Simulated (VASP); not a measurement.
Computed with PBE GGA, VASP's PBE PAW potentials (set 64) (plane waves; VASP).

A VASP calculation is set up with these files.

**POSCAR**
```
Ta2As
4.2440640
  1.0000000000   0.0000000000   0.0000000000
 -0.5000000000   0.8660253474   0.0000000000
  0.0000000000   0.0000000000   1.2252746424
As Ta
2 4
direct
  0.3433710000   0.6707860000   0.2418850000
  0.6696270000   0.3273070000   0.7453100000
  0.0066270000   0.0001480000   0.0042350000
 -0.0131050000  -0.0010310000   0.5029290000
  0.3420060000   0.6779190000   0.7557470000
  0.6514730000   0.3248720000   0.2498930000
```

### KPOINTS
```
Automatic mesh
0
Gamma
4 4 3
0 0 0
```

INCAR:
```
# general
SYSTEM  = Ta2As
PREC    = Accurate
ENCUT   = 300
LREAL   = .False.
LASPH   = .True.

# electronic loop
EDIFF   = 1E-6
NELM    = 100
ALGO    = Normal
LMAXMIX = 6

# smearing
ISMEAR  = 0
SIGMA   = 0.1

# functional
GGA     = PE

# ions
ISIF    = 2

# output
LWAVE   = .False.
LCHARG  = .False.
```

POTCAR, in this order: As Ta_pv (PBE.64 set). Program: vasp_std.

Output

OSZICAR:
```
       N       E                     dE             d eps       ncg     rms          rms(c)
DAV:   1     0.390870025957E+03    0.39087E+03   -0.21645E+04  1760   0.118E+03
DAV:   2    -0.350663068856E+02   -0.42594E+03   -0.41983E+03  1896   0.385E+02
DAV:   3    -0.530008455037E+02   -0.17935E+02   -0.17660E+02  2144   0.718E+01
DAV:   4    -0.533230492486E+02   -0.32220E+00   -0.32044E+00  1968   0.877E+00
DAV:   5    -0.533319671891E+02   -0.89179E-02   -0.89110E-02  2144   0.109E+00    0.446E+01
DAV:   6    -0.522442211047E+02    0.10877E+01   -0.15629E+00  2024   0.824E+00    0.242E+01
DAV:   7    -0.519212789299E+02    0.32294E+00   -0.89563E-01  2024   0.681E+00    0.164E+00
DAV:   8    -0.519104341829E+02    0.10845E-01   -0.84638E-02  2080   0.220E+00    0.633E-01
DAV:   9    -0.519090835575E+02    0.13506E-02   -0.15310E-02  2016   0.105E+00    0.321E-01
DAV:  10    -0.519089769341E+02    0.10662E-03   -0.23348E-03  2096   0.396E-01    0.110E-01
DAV:  11    -0.519089477220E+02    0.29212E-04   -0.56257E-04  2176   0.216E-01    0.434E-02
DAV:  12    -0.519089467933E+02    0.92873E-06   -0.43119E-05  2120   0.568E-02    0.200E-02
DAV:  13    -0.519089453430E+02    0.14502E-05   -0.70751E-06  1904   0.221E-02    0.496E-03
DAV:  14    -0.519089450259E+02    0.31711E-06   -0.91974E-07  1264   0.814E-03
   1 F= -.51908945E+02 E0= -.51902127E+02  d E =-.136355E-01
```

OUTCAR:
```
------------------------ aborting loop because EDIFF is reached ----------------------------------------
  FORCE on cell =-STRESS in cart. coord.  units (eV):
  Direction    XX          YY          ZZ          XY          YZ          ZX
  --------------------------------------------------------------------------------------
  Total       39.8905165     40.8781278     29.9023436     -0.2688408      0.0464753     -0.0148047
  in kB      787.8987647    807.4055991    590.6170598     -5.3100178      0.9179580     -0.2924157
  external PRESSURE =     728.6404745 kB  Pullay stress =       0.0000000 kB
  volume of cell :       81.12
      direct lattice vectors                 reciprocal lattice vectors
     4.244064000  0.000000000  0.000000000     0.235623214  0.136037135  0.000000000
    -2.122032000  3.675467000  0.000000000     0.000000000  0.272074270  0.000000000
     0.000000000  0.000000000  5.200144000     0.000000000  0.000000000  0.192302367
 POSITION                                       TOTAL-FORCE (eV/Angst)
 -----------------------------------------------------------------------------------
      0.03386      2.46545      1.25784        -1.391849     -0.895676      0.855200
      2.14738      1.20301      3.87572        -0.329146      1.382482      0.166766
      0.02781      0.00054      0.02202        -0.463855     -0.020890     -0.486203
      2.06860      3.67168      2.61530         0.853778      0.092314     -0.143417
      0.01293      2.49167      3.92999         0.196810     -0.875351     -0.545889
      2.07550      1.19406      1.29948         1.134262      0.317121      0.153543
 -----------------------------------------------------------------------------------
    total drift:                               -0.000890     -0.000118      0.000319
  FREE ENERGIE OF THE ION-ELECTRON SYSTEM (eV)
  ---------------------------------------------------
  free  energy   TOTEN  =       -51.9089450259 eV

  energy  without entropy=      -51.8953095228  energy(sigma->0) =      -51.90212727
```
(Selected blocks of OUTCAR.)

At this cut-off the stress carries a Pulay error, which pulls relaxed volumes low.

The structure was generated: Ta2As was put into an ordered model structure, which need not be its known phase. The cell was not relaxed at this level, atoms are displaced from their ideal sites. The k-mesh is coarse (spacing up to 0.43 per Å, 2π included), so the numbers may not be converged in it.
